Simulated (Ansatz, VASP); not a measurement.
**Cross-check of BaZnTeSe between VASP and Ansatz**

Aim: how closely do two programs agree when they are given the same cell, functional and k mesh? The cell is invented: As first built, before any earlier steps moved the atoms: it takes the ZnCdTeSe structure with some of its atoms replaced by other elements, volume scaled by an estimate. It may not be a known or stable phase. The cell is taken from a series of runs on this material, whose earlier steps may have relaxed or scaled it; both programs get it as it stands.

Method: plane waves, with VASP 6.6.1 beside it; single point at PBEsol, in Ansatz 0.2.0.

## (1) The starting structure

Symmetry: P3m1, No. 156, trigonal system. The conventional cell has a = 4.474 Å, b = 4.474 Å, c = 8.581 Å, α = 90.00°, β = 90.00°, γ = 120.00°. Ba has 3 Te at 3.26 Å and 1 Se at 3.26 Å nearest. Te has 1 Zn at 2.66 Å and 3 Ba at 3.26 Å nearest. Nearest to Se lie 3 Zn at 2.67 Å and 1 Ba at 3.26 Å. Nearest to Zn lie 1 Te at 2.66 Å and 3 Se at 2.67 Å. As first built, before any earlier steps moved the atoms: sites of the ZnCdTeSe structure (space group 8) filled with other elements, volume scaled by an estimate. Farther neighbours and most contacts between anions are not listed.

Coordinates:

```xyz
4
Lattice="4.4740 0.0000 0.0000 -2.2370 3.8746 0.0000 0.0000 0.0000 8.5812" Properties=species:S:1:pos:R:3 pbc="T T T"
Ba    0.0000    2.5831    4.6009
Te    2.2370    1.2915    2.6175
Se    0.0000    2.5831    7.8615
Zn    2.2370    1.2915    8.5355
```

## (2) VASP: single point, PBEsol

With cell and atoms fixed, the geometry can't cause a difference; cores, projectors, grids and the points listed under the comparison can.

Lines of VASP's logs that name or quote its potential files are left out, and so is its time.

The input, INCAR:

```
SYSTEM = BaZnTeSe
PREC = Accurate
ENCUT = 650
EDIFF = 1E-06
NELM = 100
ISMEAR = 0
SIGMA = 0.05
LREAL = .FALSE.
ALGO = Normal
GGA = PS
NBANDS = 27
LORBIT = 11
LWAVE = .FALSE.
LCHARG = .FALSE.
KPAR = 2
ISIF = 2
```

The input, POSCAR:

```
BaZnTeSe
1.0
    4.4740134116      0.0000000000      0.0000000000
   -2.2370067058      3.8746092722      0.0000000000
    0.0000000000      0.0000000000      8.5811918062
Ba Te Se Zn
1 1 1 1
Direct
    0.3333333330      0.6666666670      0.5361659259
    0.6666666670      0.3333333330      0.3050272947
    0.3333333330      0.6666666670      0.9161285621
    0.6666666670      0.3333333330      0.9946772173
```

The input, KPOINTS:

```
Automatic mesh
0
Gamma
6 6 3
0 0 0
```

Potentials, in the order of the species: Ba_sv_GW, Te_GW, Se_GW and Zn_sv_GW (PBE family, release 64).

Launch:

```
$ mpirun -np 2 vasp_std
```

Numbers of over 12 decimals in the logs are rounded to 6 here.

Log:

```text
[banner, memory and clock lines left out]
running    2 mpi-ranks, on    1 nodes
 distrk:  each k-point on    1 cores,    2 groups
 distr:  one band on    1 cores,    1 groups

 POSCAR found type information on POSCAR BaTeSeZn
 POSCAR found :  4 types and       4 ions
|                                                                             |
|               ----> ADVICE to this user running VASP <----                  |
|                                                                             |
|     You enforced a specific xc type in the INCAR file but a different       |
|     [... a line on the potential file left out ...]
|     I HOPE YOU KNOW WHAT YOU ARE DOING!                                     |
|                                                                             |

 LDA part: xc-table for (Slater+PW92), standard interpolation
 POSCAR, INCAR and KPOINTS ok, starting setup
 FFT: planning ... GRIDC
 FFT: planning ... GRID_SOFT
 FFT: planning ... GRID
 WAVECAR not read
 entering main loop
       N       E                     dE             d eps       ncg     rms          rms(c)
DAV:   1     0.503438770082E+03    0.50344E+03   -0.24794E+04  1564   0.472E+03
DAV:   2     0.562209727181E+02   -0.44722E+03   -0.44035E+03  1580   0.109E+03
DAV:   3    -0.113668934049E+02   -0.67588E+02   -0.66085E+02  1740   0.333E+02
DAV:   4    -0.164728216915E+02   -0.51059E+01   -0.50839E+01  1724   0.752E+01
DAV:   5    -0.167213925355E+02   -0.24857E+00   -0.24765E+00  1588   0.174E+01    0.474E+00
DAV:   6    -0.156510667882E+02    0.10703E+01   -0.28782E+00  1540   0.131E+02    0.239E+00
DAV:   7    -0.155076158017E+02    0.14345E+00   -0.16581E+00  1516   0.388E+01    0.118E+00
DAV:   8    -0.154986169925E+02    0.89988E-02   -0.16602E-01  1612   0.186E+01    0.791E-01
DAV:   9    -0.154959155492E+02    0.27014E-02   -0.47831E-02  1468   0.339E+00    0.143E-01
DAV:  10    -0.154959049643E+02    0.10585E-04   -0.84830E-03  1252   0.203E+00    0.850E-02
DAV:  11    -0.154963042046E+02   -0.39924E-03   -0.16473E-03  1700   0.516E-01    0.408E-02
DAV:  12    -0.154964945941E+02   -0.19039E-03   -0.27658E-04  1340   0.241E-01    0.211E-02
DAV:  13    -0.154965281331E+02   -0.33539E-04   -0.84580E-05  1478   0.101E-01    0.649E-03
DAV:  14    -0.154965351913E+02   -0.70582E-05   -0.15949E-05  1436   0.562E-02    0.411E-03
DAV:  15    -0.154965358505E+02   -0.65921E-06   -0.20318E-06  1012   0.245E-02
   1 F= -.15496536E+02 E0= -.15495907E+02  d E =-.125702E-02
```

From OUTCAR (step 2):

```text
ion  position               nearest neighbor table
   1  0.333  0.667  0.536-   2 3.26   2 3.26   2 3.26
   2  0.667  0.333  0.305-   4 2.66   1 3.26   1 3.26   1 3.26
   3  0.333  0.667  0.916-   4 2.67   4 2.67   4 2.67
   4  0.667  0.333  0.995-   2 2.66   3 2.67   3 2.67   3 2.67

  LATTYP: Found a hexagonal cell.
 ALAT       =     4.4740134116
 C/A-ratio  =     1.9180076179

 Subroutine GETGRP returns: Found  6 space group operations
 (whereof  6 operations were pure point group operations)

The static configuration has the point symmetry C_3v.

 Found     17 irreducible k-points:

   k-points           NKPTS =     17   k-points in BZ     NKDIM =     17   number of bands    NBANDS=     27

   dimension x,y,z NGX =    40 NGY =   40 NGZ =   72
   dimension x,y,z NGXF=    80 NGYF=   80 NGZF=  144

   ENCUT  =  650.0 eV  47.77 Ry    6.91 a.u.   9.30  9.30 17.84*2*pi/ulx,y,z

   NELECT =      42.0000    total number of electrons

 k-points in reciprocal lattice and weights: Automatic mesh
   0.00000000  0.00000000  0.00000000       0.009
   0.16666667  0.00000000  0.00000000       0.056
   0.33333333  0.00000000  0.00000000       0.056
   0.50000000 -0.00000000  0.00000000       0.028
   0.16666667  0.16666667  0.00000000       0.056
   0.33333333  0.16666667  0.00000000       0.111
   0.33333333  0.33333333  0.00000000       0.019
   0.00000000  0.00000000  0.33333333       0.019
   0.16666667  0.00000000  0.33333333       0.056
[...]
-0.16666667  0.50000000  0.33333333       0.111
   0.33333333  0.33333333  0.33333333       0.037

 average (electrostatic) potential at core
       1 -83.5970       2 -90.1143       3 -54.9374       4 -80.2438

 E-fermi :   2.4247

 k-point     1 :       0.0000    0.0000    0.0000
  band No.  band energies     occupation
    ...
     18       1.3832      2.00000
     19       1.4980      2.00000
     20       2.2288      2.00000
     21       2.3343      1.98948
     22       2.3343      1.98948
     23       5.1180      0.00000
     24       5.8496      0.00000
     25       5.8497      0.00000
     26       6.4605      0.00000
     27       7.3942      0.00000

 k-point     2 :       0.1667    0.0000    0.0000
  band No.  band energies     occupation
    ...
     17       0.3917      2.00000
     18       1.1668      2.00000
     19       1.5573      2.00000
     20       1.7572      2.00000
     21       2.3058      1.99923
     22       3.4051      0.00000
     23       4.9765      0.00000
     24       5.4949      0.00000
     25       5.9974      0.00000
     26       6.7191      0.00000
    ...

 k-point     3 :       0.3333    0.0000    0.0000
  band No.  band energies     occupation
    ...
     17       0.2532      2.00000
     18       0.7947      2.00000
     19       1.0483      2.00000
     20       1.5127      2.00000
     21       2.1995      2.00000
     22       4.0103      0.00000
     23       4.7503      0.00000
     24       5.1003      0.00000
     25       6.7341      0.00000
     26       6.7841      0.00000
    ...

  Total       -1.6348382     -1.6348382     -2.7120095      0.0000000     -0.0000000      0.0000000
  in kB      -17.6081020    -17.6081020    -29.2098274      0.0000000     -0.0000000      0.0000000
  external PRESSURE =     -21.4753438 kB  Pullay stress =       0.0000000 kB

  energy-cutoff  :      650.00
  volume of cell :      148.76
      direct lattice vectors                 reciprocal lattice vectors
     4.474013412  0.000000000  0.000000000     0.223512964  0.129045270  0.000000000
    -2.237006706  3.874609272  0.000000000     0.000000000  0.258090540  0.000000000
     0.000000000  0.000000000  8.581191806     0.000000000  0.000000000  0.116533929

 POSITION                                       TOTAL-FORCE (eV/Angst)
 -----------------------------------------------------------------------------------
     -0.00000      2.58307      4.60094        -0.000000      0.000000     -0.291222
      2.23701      1.29154      2.61750        -0.000000      0.000000      0.230671
     -0.00000      2.58307      7.86147        -0.000000      0.000000     -0.074718
      2.23701      1.29154      8.53552         0.000000     -0.000000      0.135269
 -----------------------------------------------------------------------------------
    total drift:                               -0.000011      0.000006      0.001554

  FREE ENERGIE OF THE ION-ELECTRON SYSTEM (eV)
  ---------------------------------------------------
  free  energy   TOTEN  =       -15.4965358505 eV

  energy  without entropy=      -15.4952788296  energy(sigma->0) =      -15.49590734

 total charge
# of ion       s       p       d       f       tot
--------------------------------------------------
    1        1.820   4.489   0.160   0.013   6.482
    2        1.568   2.696   0.024   0.000   4.288
    3        1.443   2.284   0.012   0.000   3.739
    4        2.291   6.126   9.454   0.001  17.872
--------------------------------------------------
tot          7.122  15.595   9.650   0.014  32.381

[... 3 further parts left out ...]
```

The run ends at a pressure of -2.15 GPa, with forces up to 0.29 eV/Å.

## (3) Ansatz: single point, PBEsol

Ansatz runs on its default PAW (the set named soft_2) files.

The same cell, functional, mesh and smearing now go to Ansatz, which takes its cutoff from its data sets.

The input, input.yaml:

```yaml
crystal:
  lattice:
    - [4.4740134116, 0.0, 0.0]
    - [-2.2370067058, 3.8746092722, 0.0]
    - [0.0, 0.0, 8.5811918062]
  atoms:
    - { symbol: Ba, position: [0.333333333, 0.666666667, 0.5361659259] }
    - { symbol: Te, position: [0.666666667, 0.333333333, 0.3050272947] }
    - { symbol: Se, position: [0.333333333, 0.666666667, 0.9161285621] }
    - { symbol: Zn, position: [0.666666667, 0.333333333, 0.9946772173] }
hamiltonian:
  xc: pbesol
  pseudopotentials: { kind: paw }
kpoints:
  mp_grid: { grid: [6, 6, 3] }
scf:
  occupations: { method: gaussian, width: 0.05 }
  n_extra_bands: 5
output:
  forces: true
  stress: true
  eigenvalues: true
```

Launch:

```
$ ansatz run input.yaml --threads 2 --pin off --max-ram 4608MiB --backend cpu --events-out ev --progress --plain --runs-dir out
```

Log:

```text
scf.n_extra_bands = 5 over 27 filled bands (N_el = 54.0): the run solves 32 bands
Engine: ansatz 0.2.0, aarch64-unknown-linux-gnu
Pseudopotentials: kind: paw
Pseudopotential: Ba, paw, valence charge 10, recommended cutoff 420 eV (normal), Ba.paw.azcp
Pseudopotential: Te, paw, valence charge 16, recommended cutoff 420 eV (normal), Te.paw.azcp
Pseudopotential: Se, paw, valence charge 16, recommended cutoff 420 eV (normal), Se.paw.azcp
Pseudopotential: Zn, paw, valence charge 12, recommended cutoff 420 eV (normal), Zn.paw.azcp
Functional definition: PBEsol
  exchange = pbesol_x
  correlation = pbesol_c
Crystal: 4 atoms, lattice volume = 148.755 Å³
Basis set: ecut = 420 eV, 2927 PW (Γ), exchange–correlation on 60×60×120 points (8 copies of the dense FFT grid, shifted against one another)
Bands: 32, of which v1, the nominal top of the filled ones, is band 27 counted from 1 (26 counted from 0)
Symmetry: 6 space group operations
Space group: P3m1 (ITA 156), of the structure as read, at distance tolerance 5.3e-5 Å
k-points: 17 of 108 (time reversal used)
Non-local potential: Ba, projectors of the file, l = 0: 3, l = 1: 2, l = 2: 2, l = 3: 2
Non-local potential: Te, projectors of the file, l = 0: 2, l = 1: 2, l = 2: 2, l = 3: 2
Non-local potential: Se, projectors of the file, l = 0: 2, l = 1: 2, l = 2: 3, l = 3: 1
Non-local potential: Zn, projectors of the file, l = 0: 2, l = 1: 2, l = 2: 3, l = 3: 1
PAW form: soft (Blöchl's): semilocal exchange-correlation on the pseudo side does not see the compensation charge
PAW frozen core: Ba, regenerated for the run's functional, and the local potential with it (the file was generated under x = pbe(κ = 0.804, μ = 0.219515), c = pbe(β = 0.066725))
PAW frozen core: Te, regenerated for the run's functional, and the local potential with it (the file was generated under x = pbe(κ = 0.804, μ = 0.219515), c = pbe(β = 0.066725))
PAW frozen core: Se, regenerated for the run's functional, and the local potential with it (the file was generated under x = pbe(κ = 0.804, μ = 0.219515), c = pbe(β = 0.066725))
PAW frozen core: Zn, regenerated for the run's functional, and the local potential with it (the file was generated under x = pbe(κ = 0.804, μ = 0.219515), c = pbe(β = 0.066725))
PAW one-centre angular grid: Ba, 194 points (default); XC on 64 Gauss nodes
PAW one-centre angular grid: Te, 590 points (default); XC on 64 Gauss nodes
PAW one-centre angular grid: Se, 590 points (default); XC on 64 Gauss nodes
PAW one-centre angular grid: Zn, 590 points (default); XC on 64 Gauss nodes
Initial density: superposition of atomic densities (neutral atoms: chi_scale 0, normalization atom), corrected by the library's trained network
Initial wavefunctions: pseudopotential atomic-orbital guess
Functional: x = pbesol(κ = 0.804, μ = 0.123457), c = pbesol(β = 0.046)
SCF iter   1: F=—  HF=-21472.236197 eV  |F-HF|=—  |Δ(HF+E_count)|=         —  Δρ=3.05e-3  dr2=2.85e-2  ethr=1.77e-3  ⟨swp⟩=8.7  Hψ=2809  notcnv=0
preconditioner: auto → LDOS  [insulator: Δε(μ)=0.509 eV  Ē_g=9.398 eV  σ=0.050 eV  W_gap=0.89  n_scr=36 (ndim 8)  ℏωp=17.2 eV  f_vac=0.135  D(μ)=1.01/eV (n_scr^D=2)  ε∞_Penn≈4.4  β→1.0]
SCF iter   2: F=—  HF=-21472.234490 eV  |F-HF|=—  |Δ(HF+E_count)|=   1.71e-3  Δρ=2.79e-3  dr2=1.42e-2  ethr=5.28e-5  ⟨swp⟩=3.0  Hψ=1239  notcnv=0  defer=16
SCF iter   3: F=—  HF=-21472.229176 eV  |F-HF|=—  |Δ(HF+E_count)|=   5.31e-3  Δρ=9.48e-4  dr2=9.73e-4  ethr=2.63e-5  ⟨swp⟩=2.0  Hψ=1047  notcnv=0  defer=16
SCF iter   4: F=—  HF=-21472.228811 eV  |F-HF|=—  |Δ(HF+E_count)|=   3.65e-4  Δρ=2.80e-4  dr2=1.86e-4  ethr=1.80e-6  ⟨swp⟩=2.6  Hψ=953  notcnv=0  defer=16
SCF iter   5: F=—  HF=-21472.228753 eV  |F-HF|=—  |Δ(HF+E_count)|=   5.80e-5  Δρ=5.93e-5  dr2=5.98e-6  ethr=3.44e-7  ⟨swp⟩=2.0  Hψ=782  notcnv=0  defer=16
SCF iter   6: F=—  HF=-21472.228770 eV  |F-HF|=—  |Δ(HF+E_count)|=   1.72e-5  Δρ=2.01e-5  dr2=7.59e-7  ethr=1.11e-8  ⟨swp⟩=2.0  Hψ=989  notcnv=0  defer=16
SCF iter   7: F=-21472.228770 eV  HF=-21472.228770 eV  |F-HF|=1.75e-8  |Δ(HF+E_count)|=   3.83e-7  Δρ=6.06e-6  dr2=7.66e-8  ethr=1.85e-10  ⟨swp⟩=11.5  Hψ=3223  notcnv=0
SCF 1 converged in 7 iterations: F = -21472.228770 eV  dr2 = 7.66e-8
  greatest PAW one-centre occupation: 1.000 electrons in one spin orbital (limit 2), on the Se atom at site 2 (counted from 0), in its partial waves of l = 2
SCF converged after 7 iterations
Free energy (F): -21472.228770 eV
Harris-Foulkes:  -21472.228770 eV  (|F-HF|=1.75e-8)
Internal energy: -21472.227513 eV  (E = F + TS)
E sigma→0 (E₀):  -21472.228142 eV
Entropy (-TS):   -0.001257 eV (-0.314 meV/atom)
Fermi energy:    5.399910 eV
--- Per-component energies (eV) ---
  E_band       = -786.276855
  E_kinetic    = 597.458441
  E_local      = -7368.614394  (includes V_loc(G=0)·N_el)
  E_nonlocal   = -224.388921
  E_hartree    = 3598.833529
  E_xc         = -527.179211
  E_vxc        = -387.705791  (∫ρ·V_xc dr)
  E_paw        = -13386.885703  (= ΣΔE_a)
  E_vpaw       = -600.701308  (= ΣTr[D̂ρ^β])
  E_aug_tail   = -0.001139  (compensation charges beyond the density's cutoff)
  E_ewald      = -4163.782167
  E_core_change = 2.332054  (= ΣΔE_core)
  E_smearing   = -0.001257  (= −TS)
  E_closure    = 0.000000  (closes the sum)
  Σ components = -21472.228770   (vs F -21472.228770, Δ=0.00e0)
--- Forces (eV/Å), atoms counted from 1 ---
  atom   1  Ba     0.00000000     0.00000000    -0.29600819
  atom   2  Te     0.00000000    -0.00000000     0.23568963
  atom   3  Se     0.00000000    -0.00000000    -0.07336411
  atom   4  Zn     0.00000000     0.00000000     0.13385419
  max |Σ_I F_I| component: 1.72e-4 eV/Å
--- Stress (GPa, compression-positive) ---
       -1.637199       0.000000       0.000000
        0.000000      -1.637199      -0.000000
        0.000000      -0.000000      -2.817811
  P = ⅓ Tr σ = -2.0307 GPa (-20.307 kbar)
--- Band table (eV; the first three rows and the last of 17) ---
  k-point 0: bands = [... 23 lower, 4.3613, 4.4732, 5.2089, 5.3095, 5.3095, 8.0920, 8.8269, 8.8269, ... 1 higher]
  k-point 1: bands = [... 23 lower, 4.3341, 4.3341, 5.3578, 5.3578, 5.7611, 7.3874, 8.8119, 8.8119, ... 1 higher]
  k-point 2: bands = [... 23 lower, 4.1452, 4.5322, 4.7338, 5.2812, 6.3842, 7.9540, 8.4726, 8.9745, ... 1 higher]
  k-point 16: bands = [... 23 lower, 3.5861, 3.9730, 4.1799, 5.0535, 7.5075, 7.6517, 9.1521, 9.2948, ... 1 higher]
```

The column dr2 measures how far the density is from self-consistency, as an energy; F and HF (Harris–Foulkes) agree once it is small.

The run ends at a pressure of -2.03 GPa, with forces up to 0.30 eV/Å.

## (4) Side by side

Known differences besides the PAW data sets themselves: the data sets hold 54 valence electrons in Ansatz (default PAW (the set named soft_2) files) and 42 in VASP; the cutoff is 420 eV in Ansatz and 650 eV in VASP; Ansatz makes its cores anew for this functional, VASP keeps those of its PBE data sets; VASP leaves aspherical gradient terms in its spheres out (LASPH is not set), Ansatz keeps them. Total energies have different zeros and are not compared.

Both answers:

| quantity | Ansatz | VASP | difference |
| --- | --- | --- | --- |
| pressure (GPa) | -2.03 | -2.15 | +0.12 |

Forces (eV/Å; atoms numbered as in POSCAR):

| atom | Ansatz x, y, z | VASP x, y, z |
| --- | --- | --- |
| Ba1 | 0.000, 0.000, -0.296 | 0.000, 0.000, -0.291 |
| Te2 | 0.000, 0.000, 0.236 | 0.000, 0.000, 0.231 |
| Se3 | 0.000, 0.000, -0.073 | 0.000, 0.000, -0.075 |
| Zn4 | 0.000, 0.000, 0.134 | 0.000, 0.000, 0.135 |

The forces differ by 2.1 meV/Å r.m.s., which is 1.8 % of the r.m.s. force of 0.12 eV/Å (both taken over all components).

## (5) What came out

```yaml
r_m_s_force_difference_single_point_pbesol: 2.1 meV/Å
```

What this shows: The r.m.s. force difference is 2.1 meV/Å (single point, PBEsol), within the 12 meV/Å picked in this series as the mark of a large difference. How closely two codes agree says nothing of how well the functional describes the real material.

[Lines on the potential files, build, host, timing and source positions are cut from VASP's logs without a mark.]

[Logs are printed without paths, hosts, clocks, repeated set-up lines and the standing remarks that a program may print on its own settings, such as how far it seeks lower states.]

[Hosts, paths, dates, database ids (printed as entryN), source tags and the programs' standing remarks are cut or masked in the printed files.]
